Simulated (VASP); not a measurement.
# YB6: phonons from a supercell, part 2 of 3

Aim: the phonon dispersion and thermal properties of YB6. The start is a cell from a database of measured crystal structures.

VASP 6.6.1; PBEsol; plane waves and PAW (Y_sv, B).

So far. Step 2 (Relax the host): The run ended after 7 ionic steps, 0.231 eV below its first step, once forces and stress met EDIFFG = -0.02. The relaxed cell has a = 4.078 Å (conventional setting).

The database entry behind the starting cell differs from later determinations by our own check (about 0.3 % long, ideal inner coordinate), so it need not match the best structure at ambient conditions.

### 3. Tight relaxation

Force constants are second derivatives, so residual forces and stress must first be far smaller than in an ordinary relaxation. Smearing, mesh and cutoff differ from the relaxation before, which can move the cell too.

Contents of INCAR:

```
SYSTEM = YB6
PREC = Accurate
ENCUT = 390
EDIFF = 1E-08
NELM = 120
ISMEAR = 1
SIGMA = 0.2
LREAL = .FALSE.
ALGO = Fast
GGA = PS
NBANDS = 21
LORBIT = 11
LWAVE = .FALSE.
LCHARG = .FALSE.
KPAR = 4
IBRION = 1
NSW = 30
ISIF = 3
EDIFFG = -0.002
POTIM = 0.4
```

Contents of POSCAR:

```
YB6
1.0
    4.0780616138      0.0000000000      0.0000000000
    0.0000000000      4.0780616138      0.0000000000
    0.0000000000      0.0000000000      4.0780616138
Y B
1 6
Direct
    0.0000000000      0.0000000000      0.0000000000
    0.5000000000      0.5000000000      0.8010064147
    0.5000000000      0.5000000000      0.1989935853
    0.5000000000      0.8010064147      0.5000000000
    0.8010064147      0.5000000000      0.5000000000
    0.5000000000      0.1989935853      0.5000000000
    0.1989935853      0.5000000000      0.5000000000
```

Contents of KPOINTS:

```
Automatic mesh
0
Gamma
8 8 8
0 0 0
```

Potentials, in the order of the species: Y_sv and B (PBE family, release 64).

Started as:

```
mpirun -np 4 vasp_std
```

What it wrote:

```text
[banner, memory and clock lines left out]
running    4 mpi-ranks, on    1 nodes
 distrk:  each k-point on    1 cores,    4 groups
 distr:  one band on    1 cores,    1 groups

 POSCAR found type information on POSCAR Y B
 POSCAR found :  2 types and       7 ions
 [... a notice as in an earlier step ...]

 LDA part: xc-table for (Slater+PW92), standard interpolation
 POSCAR, INCAR and KPOINTS ok, starting setup
 FFT: planning ... GRIDC
 FFT: planning ... GRID_SOFT
 FFT: planning ... GRID
 WAVECAR not read
 entering main loop
       N       E                     dE             d eps       ncg     rms          rms(c)
DAV:   1     0.669235511396E+02    0.66924E+02   -0.11823E+04  1470   0.103E+03
DAV:   2    -0.562308099473E+02   -0.12315E+03   -0.11858E+03  1908   0.229E+02
DAV:   3    -0.603054829538E+02   -0.40747E+01   -0.40480E+01  2228   0.368E+01
DAV:   4    -0.603715981734E+02   -0.66115E-01   -0.65918E-01  2003   0.404E+00
DAV:   5    -0.603732438423E+02   -0.16457E-02   -0.16454E-02  2066   0.550E-01    0.155E+01
RMM:   6    -0.526977304065E+02    0.76755E+01   -0.11084E+01  1508   0.128E+01    0.125E+01
RMM:   7    -0.518627838643E+02    0.83495E+00   -0.11541E+01  1635   0.120E+01    0.117E+01
RMM:   8    -0.518103528314E+02    0.52431E-01   -0.12003E+00  1634   0.557E+00    0.750E+00
RMM:   9    -0.518772269327E+02   -0.66874E-01   -0.60821E-01  1768   0.264E+00    0.870E-01
RMM:  10    -0.518424078777E+02    0.34819E-01   -0.16313E-01  1644   0.180E+00    0.290E-01
RMM:  11    -0.518489786585E+02   -0.65708E-02   -0.64097E-02  1873   0.874E-01    0.364E-01
RMM:  12    -0.518518572904E+02   -0.28786E-02   -0.21064E-02  1812   0.475E-01    0.114E+00
RMM:  13    -0.518530633135E+02   -0.12060E-02   -0.70918E-03  1845   0.303E-01    0.163E+00
RMM:  14    -0.518536771194E+02   -0.61381E-03   -0.24537E-03  1959   0.175E-01    0.200E+00
RMM:  15    -0.518544376898E+02   -0.76057E-03   -0.99848E-04  1930   0.119E-01    0.224E+00
RMM:  16    -0.518519405075E+02    0.24972E-02   -0.35043E-03  1779   0.315E-01    0.797E-01
RMM:  17    -0.518517703259E+02    0.17018E-03   -0.52098E-04  1769   0.134E-01    0.570E-01
RMM:  18    -0.518516868846E+02    0.83441E-04   -0.12715E-04  1872   0.617E-02    0.469E-01
RMM:  19    -0.518515317681E+02    0.15512E-03   -0.32793E-04  1710   0.133E-01    0.953E-02
RMM:  20    -0.518515265551E+02    0.52130E-05   -0.41847E-05  1785   0.366E-02    0.439E-02
RMM:  21    -0.518515247033E+02    0.18518E-05   -0.19212E-05  1808   0.198E-02    0.533E-03
RMM:  22    -0.518515253234E+02   -0.62016E-06   -0.53364E-06  1992   0.975E-03    0.673E-03
 num prob  num prob  num prob  num prob  num prob  num prob  num prob RMM:  23    -0.518515252716E+02    0.51843E-07   -0.13022E-06  1885   0.452E-03    0.426E-04
 num prob  num prob  num prob  num prob  num prob  num prob  num prob  num prob  num prob  num prob  num prob  num prob  num prob  num prob  num prob RMM:  24    -0.518515252676E+02    0.39777E-08   -0.31895E-07  1505   0.270E-03    0.217E-03
 num prob  num prob  num prob  num prob  num prob  num prob  num prob  num prob  num prob  num prob  num prob  num prob  num prob  num prob  num prob  num prob  num prob  num prob  num prob  num prob  num prob  num prob  num prob  num prob  num prob  num prob  num prob  num prob  num prob  num prob  num prob RMM:  25    -0.518515252951E+02   -0.27498E-07   -0.55958E-08  1313   0.186E-03    0.658E-04
 num prob  num prob  num prob  num prob  num prob  num prob  num prob  num prob  num prob  num prob  num prob  num prob  num prob  num prob  num prob  num prob  num prob  num prob  num prob  num prob  num prob  num prob  num prob  num prob  num prob  num prob RMM:  26    -0.518515253017E+02   -0.66429E-08    0.23688E-08  1208   0.166E-03
   1 F= -.51851525E+02 E0= -.51851702E+02  d E =-.518515E+02
 BRION: g(F)=  0.652E-03 g(S)=  0.313E-04
 bond charge predicted
       N       E                     dE             d eps       ncg     rms          rms(c)
DAV:   1    -0.518515217322E+02    0.35629E-05   -0.40713E-02  1623   0.112E+00    0.106E-01
RMM:   2    -0.518513281943E+02    0.19354E-03   -0.13293E-03  1496   0.201E-01    0.510E-02
RMM:   3    -0.518512712796E+02    0.56915E-04   -0.41724E-04  1542   0.106E-01    0.225E-02
RMM:   4    -0.518512762050E+02   -0.49254E-05   -0.52837E-05  1672   0.405E-02    0.149E-02
RMM:   5    -0.518512786926E+02   -0.24876E-05   -0.15827E-05  1768   0.167E-02    0.631E-03
RMM:   6    -0.518512796460E+02   -0.95336E-06   -0.47148E-06  1801   0.800E-03    0.155E-03
 num prob  num prob  num prob  num prob  num prob  num prob  num prob RMM:   7    -0.518512798114E+02   -0.16540E-06   -0.13409E-06  1696   0.391E-03    0.127E-03
 num prob  num prob  num prob  num prob  num prob  num prob  num prob  num prob RMM:   8    -0.518512801946E+02   -0.38321E-06   -0.51675E-07  1603   0.362E-03    0.232E-03
 num prob  num prob  num prob  num prob  num prob  num prob  num prob  num prob  num prob RMM:   9    -0.518512800245E+02    0.17012E-06   -0.25410E-07  1520   0.231E-03    0.494E-04
 num prob  num prob  num prob  num prob  num prob  num prob  num prob  num prob  num prob  num prob  num prob  num prob  num prob  num prob  num prob RMM:  10    -0.518512800179E+02    0.66177E-08   -0.10276E-07  1174   0.138E-03    0.481E-04
 num prob  num prob  num prob  num prob  num prob  num prob  num prob  num prob  num prob  num prob  num prob  num prob  num prob  num prob  num prob  num prob RMM:  11    -0.518512800505E+02   -0.32643E-07   -0.11976E-08  1076   0.103E-03    0.959E-05
 num prob  num prob  num prob  num prob  num prob  num prob  num prob  num prob  num prob  num prob  num prob  num prob  num prob RMM:  12    -0.518512800529E+02   -0.23638E-08   -0.64734E-08   864   0.914E-04
   2 F= -.51851280E+02 E0= -.51851416E+02  d E =0.245249E-03
[...]
WARNING in EDDRMM: call to ZHEGV failed, returncode =   6  3     10
[...]
3 F= -.51851662E+02 E0= -.51851826E+02  d E =-.382183E-03
 BRION: g(F)=  0.279E-05 g(S)=  0.188E-05 retain N=  2 mean eig= 0.55
 eig:   0.549  0.549
 bond charge predicted
       N       E                     dE             d eps       ncg     rms          rms(c)
DAV:   1    -0.518516646739E+02   -0.24445E-05   -0.42736E-05  2001   0.444E-02    0.789E-03
RMM:   2    -0.518516636787E+02    0.99516E-06   -0.24234E-06  1544   0.102E-02    0.381E-03
RMM:   3    -0.518516633706E+02    0.30810E-06   -0.16195E-06  1600   0.670E-03    0.348E-03
 num prob  num prob  num prob  num prob  num prob  num prob RMM:   4    -0.518516633498E+02    0.20799E-07   -0.23728E-07  1399   0.254E-03    0.264E-03
 num prob  num prob  num prob RMM:   5    -0.518516632387E+02    0.11113E-06   -0.12407E-07  1363   0.148E-03    0.510E-04
 num prob  num prob  num prob  num prob  num prob  num prob  num prob RMM:   6    -0.518516632447E+02   -0.59492E-08   -0.37466E-08  1130   0.111E-03
   4 F= -.51851663E+02 E0= -.51851826E+02  d E =-.100912E-05
 BRION: g(F)=  0.156E-08 g(S)=  0.178E-09 retain N=  2 mean eig= 0.17
 eig:   0.165  0.165
 reached required accuracy - stopping structural energy minimisation
```

It took 30 s on 4 MPI ranks of Intel Xeon Platinum 8488C (Sapphire Rapids), shared host; peak memory 0.71 GiB.

Parts of OUTCAR (step 3):

```text
  LATTYP: Found a simple cubic cell.
 ALAT       =     4.0780616138

The static configuration has the point symmetry O_h .

 Found     35 irreducible k-points:

   k-points           NKPTS =     35   k-points in BZ     NKDIM =     35   number of bands    NBANDS=     21

   ENCUT  =  390.0 eV  28.66 Ry    5.35 a.u.   6.57  6.57  6.57*2*pi/ulx,y,z

   NELECT =      29.0000    total number of electrons

 E-fermi :   6.5055

 k-point     1 :       0.0000    0.0000    0.0000
  band No.  band energies     occupation
    ...
     10      -0.5416      2.00000
     11      -0.5416      2.00000
     12       4.5441      2.00000
     13       4.5441      2.00000
     14       4.5441      2.00000
     15       7.5603     -0.00000
     16       7.5603     -0.00000
     17       7.6355     -0.00000
     18       7.6355     -0.00000
     19       7.6355     -0.00000
    ...

 k-point     2 :       0.1250    0.0000    0.0000
  band No.  band energies     occupation
    ...
     11       0.2880      2.00000
     12       4.1097      2.00000
     13       4.1097      2.00000
     14       4.6203      2.00000
     15       6.2049      2.05503
     16       7.7057     -0.00000
     17       8.1792     -0.00000
     18       8.1792     -0.00000
     19       9.0879     -0.00000
     20       9.3560     -0.00000
    ...

  Total       -0.0001039     -0.0001039     -0.0001039      0.0000000      0.0000000      0.0000000
  in kB       -0.0024553     -0.0024553     -0.0024553      0.0000000      0.0000000      0.0000000
  external PRESSURE =      -0.0024553 kB  Pullay stress =       0.0000000 kB

  energy-cutoff  :      390.00
  volume of cell :       67.77
      direct lattice vectors                 reciprocal lattice vectors
     4.076981337  0.000000000 -0.000000000     0.245279514  0.000000000  0.000000000
    -0.000000000  4.076981337  0.000000000    -0.000000000  0.245279514  0.000000000
    -0.000000000 -0.000000000  4.076981337     0.000000000 -0.000000000  0.245279514

 POSITION                                       TOTAL-FORCE (eV/Angst)
 -----------------------------------------------------------------------------------
     -0.00000     -0.00000      0.00000         0.000000      0.000000      0.000000
      2.03849      2.03849      3.26644        -0.000000     -0.000000      0.000082
      2.03849      2.03849      0.81054         0.000000      0.000000     -0.000082
      2.03849      3.26644      2.03849        -0.000000      0.000082      0.000000
      3.26644      2.03849      2.03849         0.000082      0.000000     -0.000000
      2.03849      0.81054      2.03849         0.000000     -0.000082     -0.000000
      0.81054      2.03849      2.03849        -0.000082     -0.000000      0.000000
 -----------------------------------------------------------------------------------
    total drift:                               -0.000000     -0.000000     -0.000000

  FREE ENERGIE OF THE ION-ELECTRON SYSTEM (eV)
  ---------------------------------------------------
  free  energy   TOTEN  =       -51.8516632447 eV

  energy  without entropy=      -51.8521521241  energy(sigma->0) =      -51.85182620

 total charge
# of ion       s       p       d       f       tot
--------------------------------------------------
    1        2.103   6.181   0.907   0.058   9.249
    2        0.703   1.408   0.000   0.000   2.111
    3        0.703   1.408   0.000   0.000   2.111
    4        0.703   1.408   0.000   0.000   2.111
    5        0.703   1.408   0.000   0.000   2.111
    6        0.703   1.408   0.000   0.000   2.111
    7        0.703   1.408   0.000   0.000   2.111
--------------------------------------------------
tot          6.323  14.629   0.907   0.058  21.917

[... 3 parts as in an earlier step ...]

[... 7 further parts left out ...]
```

CONTCAR:

```
YB6
   1.00000000000000
     4.0769813372227341    0.0000000000000000   -0.0000000000000000
    -0.0000000000000000    4.0769813372227341    0.0000000000000000
    -0.0000000000000000   -0.0000000000000000    4.0769813372227341
  Y               B
     1     6
Direct
    -0.0000000000000000   -0.0000000000000000    0.0000000000000000
     0.5000000000000000    0.5000000000000000    0.8011900174734982
     0.5000000000000000    0.5000000000000000    0.1988099825265019
     0.5000000000000000    0.8011900174734982    0.5000000000000000
     0.8011900174734982    0.5000000000000000    0.5000000000000000
     0.5000000000000000    0.1988099825265019    0.5000000000000000
     0.1988099825265019    0.5000000000000000    0.5000000000000000
```

Little changed from the start: no atom moved by 0.005 Å and no cell edge by 0.1 %.

Numbers from this step:

```yaml
electronic_cycles: 53
free_energy_toten: -51.8517 eV
energy_at_zero_smearing: -51.8518 eV
fermi_energy: 6.505 eV
pressure: -2.46e-4 GPa
```

The run ended after 4 ionic steps, 0.000 eV below its first step, once forces and stress met EDIFFG = -0.002.

(Part 2 of 3 ends here.)

[Lines on the potential files, build, host, timing and source positions are cut from VASP's logs without a mark.]

[Logs are printed without paths, hosts, clocks, repeated set-up lines and the standing remarks that a program may print on its own settings, such as how far it seeks lower states.]

[Hosts, paths, dates, database ids (printed as entryN), source tags and the programs' standing remarks are cut or masked in the printed files.]

[Runs that stopped without an error message from VASP are left out.]
